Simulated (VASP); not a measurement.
The input files of a VASP run:

INCAR:
```
SYSTEM = CdF2
PREC = Accurate
ENCUT = 520
EDIFF = 1E-6
NELM = 100
ALGO = Normal
LREAL = .FALSE.
LASPH = .TRUE.
ISMEAR = 0
SIGMA = 0.05
GGA = PE
LMAXMIX = 4
LWAVE = .FALSE.
LCHARG = .FALSE.
ISIF = 2
ICHARG = 11
```

### POSCAR
```
CdF2
1
    0.0000000000     2.6950000000     2.6950000000
    2.6950000000     0.0000000000     2.6950000000
    2.6950000000     2.6950000000     0.0000000000
Cd F
1 2
Direct
  0.0000000000   0.0000000000   0.0000000000
  0.2500000000   0.2500000000   0.2500000000
  0.7500000000   0.7500000000   0.7500000000
```

**KPOINTS**
```
Automatic mesh
0
Gamma
6 6 6
0 0 0
```

POTCAR, in this order: Cd F (PBE.64 set). Program: vasp_std.

The resulting files:

### standard output
```
 POSCAR found type information on POSCAR CdF
 POSCAR found :  2 types and       3 ions
 Reading from existing POTCAR
 Reading from existing POTCAR
 LDA part: xc-table for (Slater+PW92), standard interpolation
 WARNING: stress and forces are not correct
 POSCAR, INCAR and KPOINTS ok, starting setup
 WAVECAR not read
 WARNING: CHGCAR is incomplete

 -----------------------------------------------------------------------------
|                                                                             |
|     EEEEEEE  RRRRRR   RRRRRR   OOOOOOO  RRRRRR      ###     ###     ###     |
|     E        R     R  R     R  O     O  R     R     ###     ###     ###     |
|     E        R     R  R     R  O     O  R     R     ###     ###     ###     |
|     EEEEE    RRRRRR   RRRRRR   O     O  RRRRRR       #       #       #      |
|     E        R   R    R   R    O     O  R   R                               |
|     E        R    R   R    R   O     O  R    R      ###     ###     ###     |
|     EEEEEEE  R     R  R     R  OOOOOOO  R     R     ###     ###     ###     |
|                                                                             |
|     ICHARG>10                                                               |
|                                                                             |
|       ---->  I REFUSE TO CONTINUE WITH THIS SICK JOB ... BYE!!! <----       |
|                                                                             |
 -----------------------------------------------------------------------------
```

### Question
Read input and log: which fault does this run have?
A) one atom is typed twice, on or next to the same site
B) NSW = 0, so the ions never move
C) NELM is too small, so the electronic loop ends before EDIFF is met
D) ICHARG = 11 asks for a fixed density, but there is no CHGCAR

### Answer
D, ICHARG = 11 asks for a fixed density, but there is no CHGCAR. VASP stops with an error: ERROR: charge density could not be read from file CHGCAR for ICHARG>10 ----> I REFUSE TO CONTINUE WITH THIS SICK JOB ... BYE!!! <----

To mend it, run self-consistently first and keep its CHGCAR, or remove ICHARG. The plain static run on this cell (PBE GGA, plane waves, VASP's PBE PAW potentials (set 64)) converges, and its OSZICAR ends with
```
   1 F= -.10861138E+02 E0= -.10861138E+02  d E =-.793620E-17
```

The compound is CdF2 in the fluorite structure. The cell was not relaxed at this level.
